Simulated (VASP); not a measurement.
Calculation: PBE GGA, VASP's PBE PAW potentials (set 64) (plane waves; VASP).

A VASP calculation is set up with these files.

**KPOINTS**
```
Regular mesh
0
gamma
6 6 6
0 0 0
```

### INCAR
```
ALGO = Normal
AMIX = 1.0
BMIX = 1.0
EDIFF = 1E-6
ENCUT = 400
GGA = PE
IMIX = 1
ISIF = 2
ISMEAR = 0
LASPH = T
LCHARG = F
LREAL = F
LWAVE = F
NELM = 100
PREC = Accurate
SIGMA = 0.05
SYSTEM = Na2S
```

### POSCAR
```
Na2S
1
    0.0000000000     3.2700000000     3.2700000000
    3.2700000000     0.0000000000     3.2700000000
    3.2700000000     3.2700000000     0.0000000000
Na S
2 1
Direct
  0.2500000000   0.2500000000   0.2500000000
  0.7500000000   0.7500000000   0.7500000000
  0.0000000000   0.0000000000   0.0000000000
```

POTCAR, in this order: Na_pv S (PBE.64 set). Program: vasp_std.

The run wrote:

OSZICAR:
```
...
DAV:  12    -0.102921175731E+02    0.71241E-01   -0.55420E+00   500   0.162E+01    0.373E+00
DAV:  13    -0.102755600645E+02    0.16558E-01   -0.50948E+00   516   0.152E+01    0.353E+00
DAV:  14    -0.102236363198E+02    0.51924E-01   -0.43321E+00   492   0.145E+01    0.324E+00
DAV:  15    -0.102093401903E+02    0.14296E-01   -0.39729E+00   524   0.135E+01    0.313E+00
DAV:  16    -0.101711674266E+02    0.38173E-01   -0.34064E+00   500   0.129E+01    0.291E+00
DAV:  17    -0.101591891667E+02    0.11978E-01   -0.31227E+00   522   0.120E+01    0.278E+00
DAV:  18    -0.101311176878E+02    0.28071E-01   -0.27014E+00   500   0.115E+01    0.259E+00
DAV:  19    -0.101211662188E+02    0.99515E-02   -0.24803E+00   522   0.107E+01    0.247E+00
DAV:  20    -0.100998167406E+02    0.21349E-01   -0.21561E+00   506   0.103E+01    0.232E+00
DAV:  21    -0.100914654471E+02    0.83513E-02   -0.19771E+00   522   0.960E+00    0.222E+00
DAV:  22    -0.100751823412E+02    0.16283E-01   -0.17284E+00   500   0.917E+00    0.207E+00
DAV:  23    -0.100680827768E+02    0.70996E-02   -0.15826E+00   522   0.858E+00    0.199E+00
DAV:  24    -0.100555429790E+02    0.12540E-01   -0.13881E+00   514   0.820E+00    0.186E+00
DAV:  25    -0.100496268848E+02    0.59161E-02   -0.12701E+00   522   0.769E+00    0.178E+00
DAV:  26    -0.100399393367E+02    0.96875E-02   -0.11187E+00   514   0.734E+00    0.167E+00
DAV:  27    -0.100349697003E+02    0.49696E-02   -0.10228E+00   514   0.690E+00    0.159E+00
DAV:  28    -0.100273760595E+02    0.75936E-02   -0.90271E-01   514   0.659E+00    0.150E+00
DAV:  29    -0.100232312923E+02    0.41448E-02   -0.82419E-01   522   0.620E+00    0.144E+00
DAV:  30    -0.100173211298E+02    0.59102E-02   -0.72991E-01   514   0.592E+00    0.135E+00
DAV:  31    -0.100138518716E+02    0.34693E-02   -0.66595E-01   514   0.557E+00    0.129E+00
DAV:  32    -0.100091767567E+02    0.46751E-02   -0.59046E-01   514   0.532E+00    0.121E+00
DAV:  33    -0.100062769453E+02    0.28998E-02   -0.53788E-01   514   0.501E+00    0.116E+00
DAV:  34    -0.100025980885E+02    0.36789E-02   -0.47790E-01   514   0.478E+00    0.109E+00
DAV:  35    -0.100001737193E+02    0.24244E-02   -0.43480E-01   514   0.450E+00    0.104E+00
DAV:  36    -0.999725462157E+01    0.29191E-02   -0.38664E-01   514   0.430E+00    0.981E-01
DAV:  37    -0.999523750307E+01    0.20171E-02   -0.35134E-01   514   0.405E+00    0.934E-01
DAV:  38    -0.999292872797E+01    0.23088E-02   -0.31285E-01   514   0.387E+00    0.881E-01
DAV:  39    -0.999124845965E+01    0.16803E-02   -0.28389E-01   514   0.364E+00    0.840E-01
DAV:  40    -0.998941537907E+01    0.18331E-02   -0.25298E-01   514   0.348E+00    0.792E-01
DAV:  41    -0.998802194251E+01    0.13934E-02   -0.22931E-01   514   0.328E+00    0.755E-01
DAV:  42    -0.998656821535E+01    0.14537E-02   -0.20450E-01   514   0.312E+00    0.712E-01
DAV:  43    -0.998541482407E+01    0.11534E-02   -0.18519E-01   514   0.295E+00    0.678E-01
DAV:  44    -0.998426206355E+01    0.11528E-02   -0.16527E-01   514   0.281E+00    0.640E-01
DAV:  45    -0.998330911935E+01    0.95294E-03   -0.14954E-01   514   0.265E+00    0.610E-01
DAV:  46    -0.998239499535E+01    0.91412E-03   -0.13353E-01   514   0.252E+00    0.576E-01
DAV:  47    -0.998160868559E+01    0.78631E-03   -0.12073E-01   514   0.238E+00    0.548E-01
DAV:  48    -0.998088430329E+01    0.72438E-03   -0.10787E-01   514   0.227E+00    0.518E-01
DAV:  49    -0.998023613146E+01    0.64817E-03   -0.97469E-02   514   0.214E+00    0.492E-01
DAV:  50    -0.997966246428E+01    0.57367E-03   -0.87137E-02   514   0.204E+00    0.465E-01
DAV:  51    -0.997912860837E+01    0.53386E-03   -0.78690E-02   514   0.193E+00    0.442E-01
DAV:  52    -0.997867478304E+01    0.45383E-03   -0.70386E-02   514   0.183E+00    0.418E-01
DAV:  53    -0.997823520838E+01    0.43957E-03   -0.63531E-02   514   0.173E+00    0.397E-01
DAV:  54    -0.997787667192E+01    0.35854E-03   -0.56860E-02   514   0.165E+00    0.376E-01
DAV:  55    -0.997751472150E+01    0.36195E-03   -0.51304E-02   514   0.156E+00    0.357E-01
DAV:  56    -0.997723178665E+01    0.28293E-03   -0.45935E-02   514   0.148E+00    0.338E-01
DAV:  57    -0.997693372988E+01    0.29806E-03   -0.41437E-02   514   0.140E+00    0.321E-01
DAV:  58    -0.997671028533E+01    0.22344E-03   -0.37112E-02   514   0.133E+00    0.304E-01
DAV:  59    -0.997646458669E+01    0.24570E-03   -0.33465E-02   514   0.126E+00    0.288E-01
DAV:  60    -0.997628865941E+01    0.17593E-03   -0.29983E-02   514   0.119E+00    0.273E-01
DAV:  61    -0.997608596635E+01    0.20269E-03   -0.27027E-02   514   0.113E+00    0.259E-01
DAV:  62    -0.997594778263E+01    0.13818E-03   -0.24223E-02   514   0.107E+00    0.245E-01
DAV:  63    -0.997578040370E+01    0.16738E-03   -0.21828E-02   514   0.102E+00    0.233E-01
DAV:  64    -0.997567216806E+01    0.10824E-03   -0.19570E-02   514   0.964E-01    0.220E-01
DAV:  65    -0.997553381328E+01    0.13835E-03   -0.17629E-02   514   0.913E-01    0.209E-01
DAV:  66    -0.997544931626E+01    0.84497E-04   -0.15810E-02   514   0.867E-01    0.198E-01
DAV:  67    -0.997533482778E+01    0.11449E-03   -0.14238E-02   514   0.820E-01    0.188E-01
DAV:  68    -0.997526913311E+01    0.65695E-04   -0.12772E-02   514   0.779E-01    0.178E-01
DAV:  69    -0.997517426479E+01    0.94868E-04   -0.11500E-02   514   0.737E-01    0.169E-01
DAV:  70    -0.997512344243E+01    0.50822E-04   -0.10318E-02   514   0.700E-01    0.160E-01
DAV:  71    -0.997504471041E+01    0.78732E-04   -0.92892E-03   514   0.663E-01    0.152E-01
DAV:  72    -0.997500563114E+01    0.39079E-04   -0.83358E-03   514   0.629E-01    0.144E-01
DAV:  73    -0.997494017847E+01    0.65453E-04   -0.75032E-03   514   0.596E-01    0.136E-01
DAV:  74    -0.997491035424E+01    0.29824E-04   -0.67343E-03   514   0.565E-01    0.129E-01
DAV:  75    -0.997485583781E+01    0.54516E-04   -0.60607E-03   514   0.535E-01    0.123E-01
DAV:  76    -0.997483329085E+01    0.22547E-04   -0.54404E-03   514   0.508E-01    0.116E-01
DAV:  77    -0.997478779171E+01    0.45499E-04   -0.48956E-03   514   0.481E-01    0.110E-01
DAV:  78    -0.997477095017E+01    0.16842E-04   -0.43950E-03   514   0.457E-01    0.104E-01
DAV:  79    -0.997473289566E+01    0.38055E-04   -0.39543E-03   514   0.433E-01    0.990E-02
DAV:  80    -0.997472051197E+01    0.12384E-04   -0.35504E-03   514   0.411E-01    0.938E-02
DAV:  81    -0.997468861190E+01    0.31900E-04   -0.31940E-03   514   0.389E-01    0.890E-02
DAV:  82    -0.997467969748E+01    0.89144E-05   -0.28680E-03   514   0.369E-01    0.843E-02
DAV:  83    -0.997465289334E+01    0.26804E-04   -0.25797E-03   514   0.349E-01    0.800E-02
DAV:  84    -0.997464666545E+01    0.62279E-05   -0.23166E-03   514   0.332E-01    0.758E-02
DAV:  85    -0.997462408842E+01    0.22577E-04   -0.20835E-03   514   0.314E-01    0.719E-02
DAV:  86    -0.997461992811E+01    0.41603E-05   -0.18710E-03   514   0.298E-01    0.681E-02
DAV:  87    -0.997460086391E+01    0.19064E-04   -0.16826E-03   514   0.282E-01    0.646E-02
DAV:  88    -0.997459828287E+01    0.25810E-05   -0.15111E-03   514   0.268E-01    0.612E-02
DAV:  89    -0.997458214355E+01    0.16139E-04   -0.13587E-03   514   0.254E-01    0.580E-02
DAV:  90    -0.997458075732E+01    0.13862E-05   -0.12203E-03   514   0.241E-01    0.550E-02
DAV:  91    -0.997456705829E+01    0.13699E-04   -0.10971E-03   514   0.228E-01    0.522E-02
DAV:  92    -0.997456656506E+01    0.49323E-06   -0.98537E-04   514   0.216E-01    0.494E-02
DAV:  93    -0.997455490644E+01    0.11659E-04   -0.88585E-04   514   0.205E-01    0.469E-02
DAV:  94    -0.997455506997E+01   -0.16353E-06   -0.79562E-04   514   0.194E-01    0.444E-02
DAV:  95    -0.997454512134E+01    0.99486E-05   -0.71519E-04   514   0.184E-01    0.421E-02
DAV:  96    -0.997454575758E+01   -0.63624E-06   -0.64235E-04   514   0.175E-01    0.399E-02
DAV:  97    -0.997453724531E+01    0.85123E-05   -0.57737E-04   514   0.165E-01    0.378E-02
DAV:  98    -0.997453821186E+01   -0.96655E-06   -0.51857E-04   514   0.157E-01    0.358E-02
DAV:  99    -0.997453090909E+01    0.73028E-05   -0.46608E-04   514   0.149E-01    0.340E-02
DAV: 100    -0.997453209577E+01   -0.11867E-05   -0.41861E-04   514   0.141E-01
   1 F= -.99745321E+01 E0= -.99745321E+01  d E =-.113024E-11
```

### OUTCAR
```
------------------------ aborting loop EDIFF was not reached (unconverged)  ----------------------------
  FORCE on cell =-STRESS in cart. coord.  units (eV):
  Direction    XX          YY          ZZ          XY          YZ          ZX
  --------------------------------------------------------------------------------------
  Total        0.1089295      0.1089295      0.1089295     -0.0000000      0.0000000      0.0000000
  in kB        2.4956457      2.4956457      2.4956457     -0.0000000      0.0000000      0.0000000
  external PRESSURE =       2.4956457 kB  Pullay stress =       0.0000000 kB
  volume of cell :       69.93
      direct lattice vectors                 reciprocal lattice vectors
     0.000000000  3.270000000  3.270000000    -0.152905199  0.152905199  0.152905199
     3.270000000  0.000000000  3.270000000     0.152905199 -0.152905199  0.152905199
     3.270000000  3.270000000  0.000000000     0.152905199  0.152905199 -0.152905199
 POSITION                                       TOTAL-FORCE (eV/Angst)
 -----------------------------------------------------------------------------------
      1.63500      1.63500      1.63500        -0.000000     -0.000000     -0.000000
      4.90500      4.90500      4.90500         0.000000      0.000000      0.000000
      0.00000      0.00000      0.00000         0.000000      0.000000     -0.000000
 -----------------------------------------------------------------------------------
    total drift:                                0.000000     -0.000000      0.000000
  FREE ENERGIE OF THE ION-ELECTRON SYSTEM (eV)
  ---------------------------------------------------
  free  energy   TOTEN  =        -9.9745320958 eV

  energy  without entropy=       -9.9745320958  energy(sigma->0) =       -9.97453210
```
(Selected blocks of OUTCAR.)

**stdout**
```
...
DAV:  81    -0.997468861190E+01    0.31900E-04   -0.31940E-03   514   0.389E-01    0.890E-02
DAV:  82    -0.997467969748E+01    0.89144E-05   -0.28680E-03   514   0.369E-01    0.843E-02
DAV:  83    -0.997465289334E+01    0.26804E-04   -0.25797E-03   514   0.349E-01    0.800E-02
DAV:  84    -0.997464666545E+01    0.62279E-05   -0.23166E-03   514   0.332E-01    0.758E-02
DAV:  85    -0.997462408842E+01    0.22577E-04   -0.20835E-03   514   0.314E-01    0.719E-02
DAV:  86    -0.997461992811E+01    0.41603E-05   -0.18710E-03   514   0.298E-01    0.681E-02
DAV:  87    -0.997460086391E+01    0.19064E-04   -0.16826E-03   514   0.282E-01    0.646E-02
DAV:  88    -0.997459828287E+01    0.25810E-05   -0.15111E-03   514   0.268E-01    0.612E-02
DAV:  89    -0.997458214355E+01    0.16139E-04   -0.13587E-03   514   0.254E-01    0.580E-02
DAV:  90    -0.997458075732E+01    0.13862E-05   -0.12203E-03   514   0.241E-01    0.550E-02
DAV:  91    -0.997456705829E+01    0.13699E-04   -0.10971E-03   514   0.228E-01    0.522E-02
DAV:  92    -0.997456656506E+01    0.49323E-06   -0.98537E-04   514   0.216E-01    0.494E-02
DAV:  93    -0.997455490644E+01    0.11659E-04   -0.88585E-04   514   0.205E-01    0.469E-02
DAV:  94    -0.997455506997E+01   -0.16353E-06   -0.79562E-04   514   0.194E-01    0.444E-02
DAV:  95    -0.997454512134E+01    0.99486E-05   -0.71519E-04   514   0.184E-01    0.421E-02
DAV:  96    -0.997454575758E+01   -0.63624E-06   -0.64235E-04   514   0.175E-01    0.399E-02
DAV:  97    -0.997453724531E+01    0.85123E-05   -0.57737E-04   514   0.165E-01    0.378E-02
DAV:  98    -0.997453821186E+01   -0.96655E-06   -0.51857E-04   514   0.157E-01    0.358E-02
DAV:  99    -0.997453090909E+01    0.73028E-05   -0.46608E-04   514   0.149E-01    0.340E-02
DAV: 100    -0.997453209577E+01   -0.11867E-05   -0.41861E-04   514   0.141E-01

 -----------------------------------------------------------------------------
|                                                                             |
|           W    W    AA    RRRRR   N    N  II  N    N   GGGG   !!!           |
|           W    W   A  A   R    R  NN   N  II  NN   N  G    G  !!!           |
|           W    W  A    A  R    R  N N  N  II  N N  N  G       !!!           |
|           W WW W  AAAAAA  RRRRR   N  N N  II  N  N N  G  GGG   !            |
|           WW  WW  A    A  R   R   N   NN  II  N   NN  G    G                |
|           W    W  A    A  R    R  N    N  II  N    N   GGGG   !!!           |
|                                                                             |
|     The electronic self-consistency was not achieved in the given           |
|     number of steps (NELM). The forces and other quantities evaluated       |
|     might not be reliable so examine the results carefully. If you find     |
|     spurious results, we suggest increasing NELM, if you were close to      |
|     convergence or switching to a different ALGO or adjusting the           |
|     density mixing parameters otherwise.                                    |
|                                                                             |
 -----------------------------------------------------------------------------

   1 F= -.99745321E+01 E0= -.99745321E+01  d E =-.113024E-11
```

The run did not converge; its last values are not results.

The compound is Na2S in the antifluorite structure. The cell was not relaxed at this level. The run is one of a series of settings (AMIX = 1.0, BMIX = 1.0, IMIX = 1 against the base run), some of them coarse on purpose.
